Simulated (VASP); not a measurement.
Given:

```
CELL_PARAMETERS angstrom
      1.61464    -2.79663     0.00000
      1.61464     2.79663     0.00000
      0.00000     0.00000     5.18112
ATOMIC_POSITIONS crystal
  Zr 0.33333 0.66667 0.25000
  Zr 0.66667 0.33333 0.75000
```

Computed with PBE GGA, VASP's PBE PAW potentials (set 64) (plane waves; VASP 6.6.1). Run with 520 eV cut-off, Gaussian smearing of 0.050 eV, potentials Zr_sv.

Task: Give the energies of bands 9 to 15 at the high-symmetry points, in eV from the Fermi level.

Result: 
```tsv
band	Γ	M	K	A	L	H
9	-5.68	-2.58	-2.10	-3.99	-2.88	-1.46
10	-3.05	-2.53	-1.36	-3.99	-2.88	-1.46
11	0.84	-2.17	-1.36	-0.02	-1.09	-1.29
12	0.84	-0.23	-1.15	-0.02	-1.09	-1.29
13	0.92	0.55	0.22	0.76	1.58	-0.06
14	1.06	0.71	0.22	0.76	1.58	-0.06
15	1.52	1.39	1.74	0.76	2.19	1.99
```

It has no gap at this level: it comes out as a metal or semimetal.

The compound is Zr in the hcp structure. It was relaxed first.
